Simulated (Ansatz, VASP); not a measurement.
# Cross-check of VGe2As4 (VGe2As4 monolayer) between VASP and Ansatz, part 2 of 2

Wanted: the spread between two codes on one cell, functional and k mesh. Of the first pair: The structure shown is the start of the Ansatz relaxation below; VASP solves that cell, so the two are compared at the walk's first step.

VASP 6.6.1 and Ansatz 0.2.0.

So far: The structure; Ansatz: relaxation, PBE with D3(BJ).

## Step 3: VASP: single point, PBE with D3(BJ), start cell, pair 1

Level of this step: PBE with D3(BJ), spin-polarised from a ferromagnetic start; plane waves and PAW (As, Ge_d, V_sv) (VASP).

The same cell, functional, mesh and smearing now go to VASP, with its own data sets.

Lines of VASP's logs that name or quote its potential files are left out, and so is its time.

File INCAR:

```
SYSTEM = VGe2As4
PREC = Accurate
ENCUT = 410
EDIFF = 1E-06
NELM = 200
ISMEAR = -1
SIGMA = 0.05
LREAL = .FALSE.
ALGO = Normal
GGA = PE
IVDW = 12
NBANDS = 42
ISPIN = 2
MAGMOM = 0 -0.05 -0.05 0 0.01 0.01 0.84
LASPH = .TRUE.
LMAXMIX = 4
LORBIT = 11
LWAVE = .FALSE.
LCHARG = .FALSE.
ISIF = 2
LDIPOL = .TRUE.
IDIPOL = 3
DIPOL = 0.5 0.5 0.5
LVHAR = .TRUE.
GGA_COMPAT = .FALSE.
NELMDL = -8
KPAR = 2
```

File POSCAR:

```
VGe2As4
1.0
    3.7300000000      0.0000000000      0.0000000000
   -1.8650000000      3.2302750000      0.0000000000
    0.0000000000      0.0000000000     49.1859790000
As Ge V
4 2 1
Direct
    0.0000000000      0.0000000000      0.4076364933
    0.3333333849      0.6666667699      0.4723500370
    0.3333333849      0.6666667699      0.5276499833
    0.0000000000      0.0000000000      0.5923635067
    0.3333333849      0.6666667699      0.4251821235
    0.3333333849      0.6666667699      0.5748178968
    0.0000000000      0.0000000000      0.5000000102
```

File KPOINTS:

```
Automatic mesh
0
Gamma
12 12 1
0 0 0
```

Potentials, in the order of the species: As, Ge_d and V_sv (PBE family, release 64).

Launch:

```sh
$ mpirun -np 2 vasp_std
```

Numbers of over 12 decimals in the logs are rounded to 6 here.

The log of the run:

```text
[banner, memory and clock lines left out]
running    2 mpi-ranks, on    1 nodes
 distrk:  each k-point on    1 cores,    2 groups
 distr:  one band on    1 cores,    1 groups

 POSCAR found type information on POSCAR AsGeV
 POSCAR found :  3 types and       7 ions
 LDA part: xc-table for (Slater+PW92), standard interpolation
 POSCAR, INCAR and KPOINTS ok, starting setup
 FFT: planning ... GRIDC
 FFT: planning ... GRID_SOFT
 FFT: planning ... GRID
 WAVECAR not read
 entering main loop
       N       E                     dE             d eps       ncg     rms          rms(c)
DAV:   1     0.474150119668E+03    0.47415E+03   -0.25540E+04  3976   0.121E+03
DAV:   2     0.210342013621E+02   -0.45312E+03   -0.43717E+03  3806   0.309E+02
DAV:   3    -0.364812256353E+02   -0.57515E+02   -0.56564E+02  4522   0.126E+02
DAV:   4    -0.390157813807E+02   -0.25346E+01   -0.25186E+01  4006   0.312E+01
DAV:   5    -0.391001798836E+02   -0.84399E-01   -0.84342E-01  4696   0.502E+00
DAV:   6    -0.391018050928E+02   -0.16252E-02   -0.16247E-02  4608   0.622E-01
DAV:   7    -0.391018606281E+02   -0.55535E-04   -0.55530E-04  4760   0.105E-01
DAV:   8    -0.391018631356E+02   -0.25074E-05   -0.25073E-05  4536   0.198E-02    0.186E+01
DAV:   9    -0.467231444859E+02   -0.76213E+01   -0.50454E+01  3648   0.304E+01    0.365E+01
DAV:  10    -0.384577612152E+02    0.82654E+01   -0.10494E+02  3950   0.525E+01    0.140E+01
DAV:  11    -0.360905993594E+02    0.23672E+01   -0.59534E+00  3760   0.114E+01    0.474E+00
DAV:  12    -0.358735595406E+02    0.21704E+00   -0.65599E-01  3618   0.404E+00    0.305E+00
DAV:  13    -0.357826621355E+02    0.90897E-01   -0.31693E-01  3794   0.277E+00    0.166E+00
DAV:  14    -0.358063157925E+02   -0.23654E-01   -0.14271E-01  3792   0.149E+00    0.133E+00
[...]
DAV:  36    -0.359711669635E+02   -0.18456E-03   -0.64343E-07  2638   0.413E-03    0.484E-03
DAV:  37    -0.359712104660E+02   -0.43503E-04   -0.81054E-07  2620   0.508E-03    0.148E-03
DAV:  38    -0.359712144997E+02   -0.40337E-05   -0.24625E-07  2342   0.224E-03    0.113E-03
DAV:  39    -0.359712192719E+02   -0.47722E-05   -0.17081E-07  2342   0.180E-03    0.701E-04
DAV:  40    -0.359712228369E+02   -0.35650E-05   -0.16114E-07  2390   0.139E-03    0.140E-03
DAV:  41    -0.359712252011E+02   -0.23642E-05   -0.77215E-08  2290   0.144E-03    0.606E-04
DAV:  42    -0.359712267936E+02   -0.15925E-05   -0.78822E-08  2362   0.111E-03    0.268E-04
DAV:  43    -0.359712275144E+02   -0.72077E-06   -0.24802E-08  2288   0.644E-04
   1 F= -.38367419E+02 E0= -.38362719E+02  d E =-.939997E-02  mag=     0.9815
```

OUTCAR, selected parts (step 3):

```text
ion  position               nearest neighbor table
   1  0.000  0.000  0.408-   5 2.32   5 2.32   5 2.32
   2  0.333  0.667  0.472-   5 2.32   7 2.55   7 2.55   7 2.55   3 2.72
   3  0.333  0.667  0.528-   6 2.32   7 2.55   7 2.55   7 2.55   2 2.72
   4  0.000  0.000  0.592-   6 2.32   6 2.32   6 2.32
   5  0.333  0.667  0.425-   2 2.32   1 2.32   1 2.32   1 2.32
   6  0.333  0.667  0.575-   4 2.32   4 2.32   3 2.32   4 2.32
   7  0.000  0.000  0.500-   3 2.55   3 2.55   2 2.55   2 2.55   3 2.55   2 2.55

  LATTYP: Found a hexagonal cell.
 ALAT       =     3.7300000000
 C/A-ratio  =    13.1865895442

 Subroutine GETGRP returns: Found 12 space group operations
 (whereof 12 operations were pure point group operations)

The static configuration has the point symmetry D_3h.

 Found     19 irreducible k-points:

   k-points           NKPTS =     19   k-points in BZ     NKDIM =     19   number of bands    NBANDS=     42

   dimension x,y,z NGX =    28 NGY =   28 NGZ =  336
   dimension x,y,z NGXF=    56 NGYF=   56 NGZF=  672

   ENCUT  =  410.0 eV  30.13 Ry    5.49 a.u.   6.16  6.16 81.21*2*pi/ulx,y,z

   NELECT =      61.0000    total number of electrons

 k-points in reciprocal lattice and weights: Automatic mesh
   0.00000000  0.00000000  0.00000000       0.007
   0.08333333 -0.00000000  0.00000000       0.042
   0.16666667  0.00000000  0.00000000       0.042
   0.25000000 -0.00000000  0.00000000       0.042
   0.33333333 -0.00000000  0.00000000       0.042
   0.41666667 -0.00000000  0.00000000       0.042
   0.50000000 -0.00000000  0.00000000       0.021
   0.08333333  0.08333333  0.00000000       0.042
   0.16666667  0.08333333  0.00000000       0.083
[...]
0.33333333  0.25000000  0.00000000       0.083
   0.33333333  0.33333333  0.00000000       0.014

 dipolmoment           0.000000      0.000000     -0.000016 electrons x Angstroem

 average (electrostatic) potential at core
       1 -57.2294       2 -56.5732       3 -56.5733       4 -57.2296       5 -82.2892
       6 -82.2894       7 -82.9623

 E-fermi :  -2.4010

 spin component 1
 k-point     1 :       0.0000    0.0000    0.0000
  band No.  band energies     occupation
    ...
     27      -4.0681      1.00000
     28      -3.0847      1.00000
     29      -3.0847      1.00000
     30      -2.6381      0.99135
     31      -2.5222      0.91857
     32      -1.6929      0.00000
     33      -1.6777      0.00000
     34      -0.1781      0.00000
     35      -0.1781      0.00000
     36      -0.1052      0.00000
    ...

 k-point     2 :       0.0833   -0.0000    0.0000
  band No.  band energies     occupation
    ...
     26      -4.4286      1.00000
     27      -4.1865      1.00000
     28      -3.2119      1.00000
     29      -3.1622      1.00000
     30      -2.5168      0.91018
     31      -2.3961      0.47559
     32      -1.1951      0.00000
     33      -1.1464      0.00000
     34      -0.2766      0.00000
     35      -0.2657      0.00000
    ...

 k-point     3 :       0.1667    0.0000    0.0000
  band No.  band energies     occupation
    ...
     27      -4.2503      1.00000
     28      -3.4998      1.00000
     29      -3.3579      1.00000
     30      -2.7088      0.99788
     31      -2.5767      0.97110
     32      -1.0797      0.00000
     33      -1.0137      0.00000
     34      -0.3902      0.00000
     35      -0.3209      0.00000
     36      -0.0237      0.00000
    ...

 k-point     4 :       0.2500   -0.0000    0.0000
  band No.  band energies     occupation
    ...
     27      -4.0992      1.00000
     28      -3.9823      1.00000
     29      -3.5963      1.00000
     30      -3.0469      1.00000
     31      -2.8620      0.99990
     32      -1.3582      0.00000
     33      -1.1737      0.00000
     34      -0.9260      0.00000
     35      -0.7644      0.00000
     36      -0.1351      0.00000
    ...

 k-point     5 :       0.3333   -0.0000    0.0000
  band No.  band energies     occupation
    ...
     27      -4.3323      1.00000
     28      -3.8676      1.00000
     29      -3.8100      1.00000
     30      -3.3515      1.00000
     31      -3.0424      1.00000
     32      -1.6593      0.00000
     33      -1.4080      0.00000
     34      -1.3877      0.00000
     35      -1.2289      0.00000
     36      -0.1796      0.00000
    ...

 k-point     6 :       0.4167   -0.0000    0.0000
  band No.  band energies     occupation
    ...
     27      -4.2610      1.00000
     28      -3.9543      1.00000
     29      -3.6451      1.00000
     30      -3.6260      1.00000
     31      -3.1201      1.00000
     32      -1.9064      0.00005
     33      -1.6129      0.00000
     34      -1.5945      0.00000
     35      -1.5933      0.00000
     36      -0.2422      0.00000
    ...

 Edisp (eV)   -2.39619

  Total       2.73607     2.73607    13.06644     0.00000     0.00000     0.00000
  in kB       7.39688     7.39688    35.32467     0.00000     0.00000     0.00000
  external pressure =       16.71 kB  Pullay stress =        0.00 kB

  energy-cutoff  :      410.00
  volume of cell :      592.64
      direct lattice vectors                 reciprocal lattice vectors
     3.730000000  0.000000000  0.000000000     0.268096515  0.154785583  0.000000000
    -1.865000000  3.230275000  0.000000000     0.000000000  0.309571167  0.000000000
     0.000000000  0.000000000 49.185979000     0.000000000  0.000000000  0.020330997

 POSITION                                       TOTAL-FORCE (eV/Angst)
 -----------------------------------------------------------------------------------
      0.00000      0.00000     20.05000        -0.000000     -0.000000     -2.851120
     -0.00000      2.15352     23.23300        -0.000000      0.000000      0.955723
     -0.00000      2.15352     25.95298        -0.000000      0.000000     -0.955723
      0.00000      0.00000     29.13598        -0.000000     -0.000000      2.851120
     -0.00000      2.15352     20.91300         0.000000     -0.000000      1.356861
     -0.00000      2.15352     28.27298         0.000000      0.000000     -1.356861
      0.00000      0.00000     24.59299         0.000000     -0.000000     -0.000000
 -----------------------------------------------------------------------------------
    total drift:                               -0.000004     -0.000515     -0.002807

  FREE ENERGIE OF THE ION-ELECTRON SYSTEM (eV)
  ---------------------------------------------------
  free  energy   TOTEN  =       -38.3674193398 eV

  energy  without entropy=      -38.3580193690  energy(sigma->0) =      -38.36271935

 vacuum level on the upper side and lower side of the slab         2.524         2.524

 total charge
# of ion       s       p       d       tot
------------------------------------------
    1        1.246   1.591   0.047   2.884
    2        1.225   1.579   0.053   2.857
    3        1.225   1.579   0.053   2.857
    4        1.246   1.591   0.047   2.884
    5        1.125   1.341  10.095  12.560
    6        1.125   1.341  10.095  12.560
    7        2.229   6.173   3.037  11.438
--------------------------------------------------
tot          9.420  15.197  23.425  48.042

 magnetization (x)
# of ion       s       p       d       tot
------------------------------------------
    1        0.000  -0.002   0.000  -0.002
    2       -0.006  -0.059   0.008  -0.058
    3       -0.006  -0.059   0.008  -0.058
    4        0.000  -0.002   0.000  -0.002
    5        0.004   0.005  -0.000   0.008
    6        0.004   0.005  -0.000   0.008
    7        0.012   0.006   0.949   0.968
--------------------------------------------------
tot          0.007  -0.106   0.964   0.865

[... 6 further parts left out ...]
```

The cell holds one magnetic atom, so no antiferromagnetic order fits into it.

## Step 4: Comparison

Known differences besides the potentials themselves: VASP starts from the moments at which Ansatz ended; Ansatz cuts the interaction across the vacuum, VASP repeats the sheet with a dipole correction; the data sets hold 101 valence electrons in Ansatz (on its PAW soft_1 files) and 61 in VASP; the cutoff is 420 eV in Ansatz and 410 eV in VASP. Total energies have different zeros and are not compared.

Forces (eV/Å; atoms numbered as in POSCAR):

| atom | Ansatz x, y, z | VASP x, y, z |
| --- | --- | --- |
| As1 | 0.000, 0.000, -2.811 | 0.000, 0.000, -2.851 |
| As2 | 0.000, 0.000, 0.956 | 0.000, 0.000, 0.956 |
| As3 | 0.000, 0.000, -0.956 | 0.000, 0.000, -0.956 |
| As4 | 0.000, 0.000, 2.811 | 0.000, 0.000, 2.851 |
| Ge5 | 0.000, 0.000, 1.344 | 0.000, 0.000, 1.357 |
| Ge6 | 0.000, 0.000, -1.344 | 0.000, 0.000, -1.357 |
| V7 | 0.000, 0.000, 0.000 | 0.000, 0.000, 0.000 |

The forces differ by 13 meV/Å r.m.s., which is 1.3 % of the r.m.s. force of 1.018 eV/Å (both taken over all components). Moments aren't recorded for both runs of this pair, so they may hold unlike magnetic states. With vacuum in the cell, a pressure given here is an average over mostly empty space and none of the material.

## Step 5: Ansatz: relaxation, PBE with D3(BJ)

This run makes the geometry at which the two programs are then compared.

The structure compared here is the end of the Ansatz relaxation.

File input.yaml:

```yaml
crystal:
  lattice:
    - [3.73, 0.0, 0.0]
    - [-1.865, 3.2302747561, 0.0]
    - [0.0, 0.0, 49.185979402]
  atoms:
    - { symbol: As, position: [0.0, 0.0, 0.40763649] }
    - { symbol: Ge, position: [0.3333333333, 0.6666666667, 0.4251821129] }
    - { symbol: As, position: [0.3333333333, 0.6666666667, 0.472350026] }
    - { symbol: V, position: [0.0, 0.0, 0.5], spin: 1.0 }
    - { symbol: As, position: [0.3333333333, 0.6666666667, 0.527649974] }
    - { symbol: Ge, position: [0.3333333333, 0.6666666667, 0.5748178871] }
    - { symbol: As, position: [0.0, 0.0, 0.59236351] }
  periodic: [true, true, false]
magnetization:
  spin_polarized: true
kpoints:
  mp_grid: { grid: [12, 12, 1] }
hamiltonian:
  xc: pbe
  dispersion: d3bj
  pseudopotentials: { kind: paw, azcp: { folder: soft_1 } }
scf:
  occupations: { method: fermi_dirac, width: 0.05 }
  convergence: { dr2_threshold: 1.0e-09 }
relax:
  f_tol: 0.004
  max_steps: 90
  cell: {}
output:
  write_potential: true
  write_density: true
  volumetric_format: npy
```

Launch:

```sh
$ ansatz run input.yaml --threads 4 --pin off --max-ram 6144MiB --backend cpu --events-out ev --progress --plain --runs-dir out
```

The log of the run:

```text
[...]
Crystal: 7 atoms, lattice volume = 592.638 Å³
Basis set: ecut = 420 eV, 11661 PW (Γ), exchange–correlation on 50×50×720 points (8 copies of the dense FFT grid, shifted against one another)
Bands: 62, of which v1, the nominal top of the filled ones, is band 51 counted from 1 (50 counted from 0)
[...]
- { symbol: Ge, position: [0.333333, 0.666667, 0.422055] }
    - { symbol: As, position: [0.333333, 0.666667, 0.471524] }
    - { symbol: V, position: [1.0573552618554984e-17, -5.1357255561990634e-17, 0.5] }
    - { symbol: As, position: [0.333333, 0.666667, 0.528476] }
    - { symbol: Ge, position: [0.333333, 0.666667, 0.577945] }
    - { symbol: As, position: [1.1937083191721745e-17, -4.863019441565711e-17, 0.602043] }
[key lines of the parts left out:]
SCF converged after 8 iterations
Magnetization: 0.9368 μB (50.9684 up, 50.0316 down)
Free energy (F): -30929.732668 eV
Fermi energy:    -4.975321 eV
P = ½ c Tr σ = -0.0070 N/m
```

## Step 6: VASP: single point, PBE with D3(BJ), relaxed cell, pair 2

The same cell, functional, mesh and smearing now go to VASP, with its own data sets.

INCAR is that of step 3.

File POSCAR:

```
VGe2As4
1.0
    3.6596747825      0.0000000000      0.0000000000
   -1.8298373913      3.1693713313      0.0000000000
    0.0000000000      0.0000000000     49.1859794020
As Ge V
4 2 1
Direct
    0.0000000000      0.0000000000      0.3979574110
    0.3333333333      0.6666666667      0.4715238130
    0.3333333333      0.6666666667      0.5284761870
    0.0000000000      0.0000000000      0.6020425890
    0.3333333333      0.6666666667      0.4220551017
    0.3333333333      0.6666666667      0.5779448983
    0.0000000000      0.0000000000      0.5000000000
```

KPOINTS is that of step 3.

Launch:

```sh
$ mpirun -np 2 vasp_std
```

The log of the run:

```text
[... set-up lines as in an earlier step ...]
 entering main loop
       N       E                     dE             d eps       ncg     rms          rms(c)
DAV:   1     0.473519043004E+03    0.47352E+03   -0.25468E+04  3986   0.124E+03
DAV:   2     0.208204532743E+02   -0.45270E+03   -0.43651E+03  3794   0.316E+02
DAV:   3    -0.373532341653E+02   -0.58174E+02   -0.57195E+02  4560   0.127E+02
DAV:   4    -0.399718043676E+02   -0.26186E+01   -0.26014E+01  3930   0.316E+01
[...]
DAV:  35    -0.371235175129E+02   -0.25041E-03   -0.15982E-06  3084   0.563E-03    0.146E-03
DAV:  36    -0.371235413914E+02   -0.23879E-04   -0.25044E-07  2782   0.239E-03    0.837E-04
DAV:  37    -0.371235423185E+02   -0.92705E-06   -0.13367E-07  2574   0.154E-03
   1 F= -.39466750E+02 E0= -.39462134E+02  d E =-.923211E-02  mag=     0.9354
```

From OUTCAR (step 6):

```text
 Edisp (eV)   -2.34321

  Total      -0.10691    -0.10691     0.01010     0.00000     0.00000     0.00000
  in kB      -0.30025    -0.30025     0.02836     0.00000     0.00000     0.00000
  external pressure =       -0.19 kB  Pullay stress =        0.00 kB

 POSITION                                       TOTAL-FORCE (eV/Angst)
 -----------------------------------------------------------------------------------
      0.00000      0.00000     19.57393         0.000000     -0.000000     -0.036087
     -0.00000      2.11291     23.19236         0.000000     -0.000000     -0.010517
     -0.00000      2.11291     25.99362         0.000000     -0.000000      0.010517
      0.00000      0.00000     29.61205         0.000000     -0.000000      0.036087
     -0.00000      2.11291     20.75919        -0.000000     -0.000000      0.018804
     -0.00000      2.11291     28.42679        -0.000000     -0.000000     -0.018804
      0.00000      0.00000     24.59299        -0.000000      0.000000      0.000000
 -----------------------------------------------------------------------------------
    total drift:                               -0.000000      0.000000     -0.000000

  FREE ENERGIE OF THE ION-ELECTRON SYSTEM (eV)
  ---------------------------------------------------
  free  energy   TOTEN  =       -39.4667502853 eV

  energy  without entropy=      -39.4575181720  energy(sigma->0) =      -39.46213423

 magnetization (x)
# of ion       s       p       d       tot
------------------------------------------
    1        0.000   0.002   0.000   0.002
    2       -0.006  -0.053   0.007  -0.052
    3       -0.006  -0.053   0.007  -0.052
    4        0.000   0.002   0.000   0.002
    5        0.003   0.009  -0.000   0.011
    6        0.003   0.009  -0.000   0.011
    7        0.009   0.006   0.882   0.897
--------------------------------------------------
tot          0.003  -0.078   0.896   0.821

[... 1 part as in an earlier step ...]

[... 2 further parts left out ...]
[key lines of the parts left out:]
E-fermi :  -2.4261
```

## Step 7: Comparison

What differs besides the data sets and the points named for the pairs above, as far as they apply: the data sets hold 101 valence electrons in Ansatz (on its PAW soft_1 files) and 61 in VASP; site moments are counted in spheres of each program's own size. Total energies have different zeros and are not compared.

Both answers:

| quantity | Ansatz | VASP | difference |
| --- | --- | --- | --- |
| total moment (μB) | 0.94 | 0.94 | 0.00 |
| moment on V7 (μB) | 0.84 | 0.90 | -0.06 |
| moment on As2 (μB) | -0.05 | -0.05 | +0.01 |
| moment on As3 (μB) | -0.05 | -0.05 | +0.01 |

At this near-relaxed geometry the largest component of a force difference is 35 meV/Å. With vacuum in the cell, a pressure given here is an average over mostly empty space and none of the material.

## Step 8: Outcome

```json
{
  "r.m.s. force difference (single point, PBE with D3(BJ), start cell, pair 1)": "1.3 % of the r.m.s. force",
  "r.m.s. force difference (single point, PBE with D3(BJ), relaxed cell, pair 2)": "13 meV/Å"
}
```

What this shows: The r.m.s. force difference is 13 meV/Å (single point, PBE with D3(BJ), relaxed cell, pair 2), beyond the 12 meV/Å picked in this series as the mark of a large difference. The data sets hold unlike numbers of valence electrons (101 in Ansatz and 61 in VASP), so part of the differences comes from the potentials. What causes the difference of the single point, PBE with D3(BJ), relaxed cell, pair 2 pair stays open here. How closely two codes agree says nothing of how well the functional describes the real material.

[Lines on the potential files, build, host, timing and source positions are cut from VASP's logs without a mark.]

[Logs are printed without paths, hosts, clocks, repeated set-up lines and the standing remarks that a program may print on its own settings, such as how far it seeks lower states.]

[Hosts, paths, dates, database ids (printed as entryN), source tags and the programs' standing remarks are cut or masked in the printed files.]
